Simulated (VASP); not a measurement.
Method: PBE GGA, VASP's PBE PAW potentials (set 64) (plane waves; VASP).

The input files of a VASP run:

**KPOINTS**
```
K-points
0
G
 13 13 13
```

POSCAR:
```
GaN
1
    0.0000000000     2.2148000000     2.2148000000
    2.2148000000     0.0000000000     2.2148000000
    2.2148000000     2.2148000000     0.0000000000
Ga N
1 1
Direct
  0.0000000000   0.0000000000   0.0000000000
  0.2500000000   0.2500000000   0.2500000000
```

INCAR:
```
SYSTEM=GaN
PREC=Accurate; ENCUT=400; LREAL=.FALSE.
LASPH=.TRUE.
EDIFF=1E-6; NELM=100; ALGO=Normal
LMAXMIX=4
ISMEAR=-1; SIGMA=0.01
GGA=PE
ISIF=2
LWAVE=.FALSE.; LCHARG=.FALSE.
```

POTCAR, in this order: Ga_d N (PBE.64 set). Program: vasp_std.

Output

OUTCAR:
```
 ion  position               nearest neighbor table
   1  0.000  0.000  0.000-   2 1.92   2 1.92   2 1.92   2 1.92
   2  0.250  0.250  0.250-   1 1.92   1 1.92   1 1.92   1 1.92
  LATTYP: Found a face centered cubic cell.
 ALAT       =     4.4296000000
 Subroutine PRICEL returns:
 Original cell was already a primitive cell.
 Subroutine GETGRP returns: Found 24 space group operations
The static configuration has the point symmetry T_d .
The dynamic configuration has the point symmetry T_d .
 Subroutine INISYM returns: Found 24 space group operations
 Subroutine IBZKPT returns following result:
 Found     84 irreducible k-points:

 Following reciprocal coordinates:
            Coordinates               Weight
  0.000000  0.000000  0.000000      1.000000
  0.076923  0.000000  0.000000      8.000000
  0.153846  0.000000  0.000000      8.000000
  0.230769  0.000000  0.000000      8.000000
  0.307692  0.000000  0.000000      8.000000
  0.384615  0.000000  0.000000      8.000000
  0.461538  0.000000  0.000000      8.000000
  0.076923  0.076923  0.000000      6.000000
  0.153846  0.076923  0.000000     24.000000
  0.230769  0.076923  0.000000     24.000000
  0.307692  0.076923  0.000000     24.000000
  0.384615  0.076923  0.000000     24.000000
  0.461538  0.076923  0.000000     24.000000
 -0.461538  0.076923  0.000000     24.000000
 -0.384615  0.076923  0.000000     24.000000
 -0.307692  0.076923  0.000000     24.000000
 -0.230769  0.076923  0.000000     24.000000
 -0.153846  0.076923  0.000000     24.000000
 -0.076923  0.076923  0.000000     12.000000
  0.153846  0.153846  0.000000      6.000000
  0.230769  0.153846  0.000000     24.000000
  0.307692  0.153846  0.000000     24.000000
  0.384615  0.153846  0.000000     24.000000
  0.461538  0.153846  0.000000     24.000000
 -0.461538  0.153846  0.000000     24.000000
 -0.384615  0.153846  0.000000     24.000000
 -0.307692  0.153846  0.000000     24.000000
 -0.230769  0.153846  0.000000     24.000000
 -0.153846  0.153846  0.000000     12.000000
  0.230769  0.230769  0.000000      6.000000
  0.307692  0.230769  0.000000     24.000000
  0.384615  0.230769  0.000000     24.000000
  0.461538  0.230769  0.000000     24.000000
 -0.461538  0.230769  0.000000     24.000000
 -0.384615  0.230769  0.000000     24.000000
 -0.307692  0.230769  0.000000     24.000000
 -0.230769  0.230769  0.000000     12.000000
  0.307692  0.307692  0.000000      6.000000
  0.384615  0.307692  0.000000     24.000000
  0.461538  0.307692  0.000000     24.000000
   k-points           NKPTS =     84   k-points in BZ     NKDIM =     84   number of bands    NBANDS=     13
   number of dos      NEDOS =    301   number of ions     NIONS =      2
   total plane-waves  NPLWV =   8000
   dimension x,y,z NGX =    20 NGY =   20 NGZ =   20
   dimension x,y,z NGXF=    40 NGYF=   40 NGZF=   40
   ions per type =               1   1
   PREC   = accura    normal or accurate (medium, high low for compatibility)
   ISTART =      0    job   : 0-new  1-cont  2-samecut
   ICHARG =      2    charge: 1-file 2-atom 10-const
   ISPIN  =      1    spin polarized calculation?
   LNONCOLLINEAR =      F non collinear calculations
   LSORBIT =      F    spin-orbit coupling
   INIWAV =      1    electr: 0-lowe 1-rand  2-diag
   ENCUT  =  400.0 eV  29.40 Ry    5.42 a.u.   5.11  5.11  5.11*2*pi/ulx,y,z
   NELM   =    100;   NELMIN=  2; NELMDL= -5     # of ELM steps
   EDIFF  = 0.1E-05   stopping-criterion for ELM
   LREAL  =      F    real-space projection
   NLSPLINE    = F    spline interpolate recip. space projectors
   LMAXMIX     =    4 max onsite mixed and CHGCAR
...
```

OSZICAR:
```
       N       E                     dE             d eps       ncg     rms          rms(c)
DAV:   1     0.767495522251E+02    0.76750E+02   -0.85835E+03  2359   0.218E+03
DAV:   2    -0.833258947985E+01   -0.85082E+02   -0.80639E+02  2469   0.323E+02
DAV:   3    -0.140523092106E+02   -0.57197E+01   -0.56915E+01  2484   0.787E+01
DAV:   4    -0.141300242321E+02   -0.77715E-01   -0.77671E-01  2587   0.980E+00
DAV:   5    -0.141311519500E+02   -0.11277E-02   -0.11277E-02  2439   0.106E+00    0.786E+00
DAV:   6    -0.120609301222E+02    0.20702E+01   -0.58515E+00  3247   0.499E+01    0.279E+00
DAV:   7    -0.120741148483E+02   -0.13185E-01   -0.36606E-01  2199   0.735E+00    0.186E+00
DAV:   8    -0.120690327811E+02    0.50821E-02   -0.54382E-02  2469   0.429E+00    0.703E-01
DAV:   9    -0.120650528742E+02    0.39799E-02   -0.19407E-02  3252   0.378E+00    0.164E-01
DAV:  10    -0.120652780847E+02   -0.22521E-03   -0.21501E-03  2736   0.866E-01    0.669E-02
DAV:  11    -0.120651782345E+02    0.99850E-04   -0.46897E-04  3234   0.396E-01    0.197E-02
DAV:  12    -0.120651839774E+02   -0.57430E-05   -0.37431E-05  2426   0.954E-02    0.112E-02
DAV:  13    -0.120651838931E+02    0.84303E-07   -0.25570E-06  2257   0.149E-02
   1 F= -.12065184E+02 E0= -.12065184E+02  d E =-.650005E-11
```

**OUTCAR**
```
------------------------ aborting loop because EDIFF is reached ----------------------------------------
  FORCE on cell =-STRESS in cart. coord.  units (eV):
  Direction    XX          YY          ZZ          XY          YZ          ZX
  --------------------------------------------------------------------------------------
  Total        1.6929181      1.6929181      1.6929181      0.0000000      0.0000000      0.0000000
  in kB      124.8282821    124.8282821    124.8282821      0.0000000      0.0000000      0.0000000
  external PRESSURE =     124.8282821 kB  Pullay stress =       0.0000000 kB
  volume of cell :       21.73
      direct lattice vectors                 reciprocal lattice vectors
     0.000000000  2.214800000  2.214800000    -0.225754018  0.225754018  0.225754018
     2.214800000  0.000000000  2.214800000     0.225754018 -0.225754018  0.225754018
     2.214800000  2.214800000  0.000000000     0.225754018  0.225754018 -0.225754018
  FREE ENERGIE OF THE ION-ELECTRON SYSTEM (eV)
  ---------------------------------------------------
  free  energy   TOTEN  =       -12.0651838931 eV

  energy  without entropy=      -12.0651838931  energy(sigma->0) =      -12.06518389
```
(Selected blocks of OUTCAR.)

OUTCAR:
```
 val. band max:        5.8636588527   @ k =   0.0000   0.0000   0.0000

 cond. band min:       7.9183499915   @ k =   0.0000   0.0000   0.0000


 Fermi energy:         6.0459163439

 k-point     1 :       0.0000    0.0000    0.0000
  band No.  band energies     occupation
      1     -10.5368      2.00000
      2      -7.6283      2.00000
      3      -7.6283      2.00000
      4      -7.6283      2.00000
      5      -7.2513      2.00000
      6      -7.2513      2.00000
      7       5.8637      2.00000
      8       5.8637      2.00000
      9       5.8637      2.00000
     10       7.9183      0.00000
     11      16.4949      0.00000
     12      16.4949      0.00000
     13      16.4949      0.00000

 k-point     2 :       0.0769    0.0000    0.0000
  band No.  band energies     occupation
      1     -10.4633      2.00000
      2      -7.6184      2.00000
      3      -7.6183      2.00000
      4      -7.6080      2.00000
      5      -7.2521      2.00000
      6      -7.2521      2.00000
      7       5.1592      2.00000
      8       5.8003      2.00000
      9       5.8003      2.00000
     10       8.4776      0.00000
     11      16.1796      0.00000
     12      16.6043      0.00000
     13      16.6043      0.00000

 k-point     3 :       0.1538    0.0000    0.0000
  band No.  band energies     occupation
      1     -10.2614      2.00000
      2      -7.5934      2.00000
      3      -7.5934      2.00000
      4      -7.5319      2.00000
      5      -7.2529      2.00000
      6      -7.2529      2.00000
      7       3.8098      2.00000
      8       5.6192      2.00000
      9       5.6192      2.00000
     10       9.3647      0.00000
     11      15.5511      0.00000
     12      16.8379      0.00000
     13      16.8380      0.00000

 k-point     4 :       0.2308    0.0000    0.0000
  band No.  band energies     occupation
      1      -9.9870      2.00000
      2      -7.5637      2.00000
      3      -7.5637      2.00000
...
```

At this cut-off the stress carries a Pulay error, which pulls relaxed volumes low.

The structure is a typed GaN crystal (F-43m). The cell was not relaxed at this level, and its volume differs by -5.9 % from the start's.
